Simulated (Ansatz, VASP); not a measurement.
## Two plane-wave programs on BaCd3Se4

```xyz
8
Lattice="2.9726 1.7162 6.6941 -2.9726 1.7162 6.6941 0.0000 -3.4324 6.6941" Properties=species:S:1:pos:R:3 pbc="T T T"
Ba    0.0000    0.0000   10.0411
Cd    0.0000    1.7162    6.6941
Cd   -1.4863   -0.8581    6.6941
Cd    1.4863   -0.8581    6.6941
Se    0.0000    0.0000   18.5409
Se    0.0000    0.0000    1.5414
Se    0.0000    0.0000    3.9589
Se    0.0000    0.0000   16.1234
```

Alike in both runs: functional PBE; k mesh 2 × 2 × 2; occupations gaussian, width 0.15 eV; no spin polarisation.

Ansatz relaxed the structure, and its values are those at the end. VASP's run is a single point on that final structure, the one shown.

|  | VASP | Ansatz |
| --- | --- | --- |
| version | VASP 6.6.1 | Ansatz 0.2.0 |
| potentials or method | VASP PAW PBE potentials, release 64 (Ba_sv, Cd, Se) | scalar-relativistic, plane waves, PAW |
| plane-wave cutoff (eV) | 520 | 420 |
| valence electrons in the cell | 70 | 134 |

Ansatz gave:

| Property | Result |
| --- | --- |
| gap on the k mesh at the Fermi level (eV) | 0.73 |
| least direct gap on the mesh (eV) | 0.73 |
| pressure (GPa) | 0.0 |
| rms of the force components (eV/Å) | 0.006 |

Estimate VASP's values.

gap on the k mesh at the Fermi level (eV): 0.73; least direct gap on the mesh (eV): 0.73; pressure (GPa): 0.3; rms of the force components (eV/Å): 0.016.

The two sets of potentials don't hold the same shells in valence.

Caveats: the k mesh is coarse (spacing up to 0.63 Å⁻¹), so the values aren't converged; spin-orbit coupling is left out, which moves the levels of the heavy elements. A k mesh can miss the band edges.
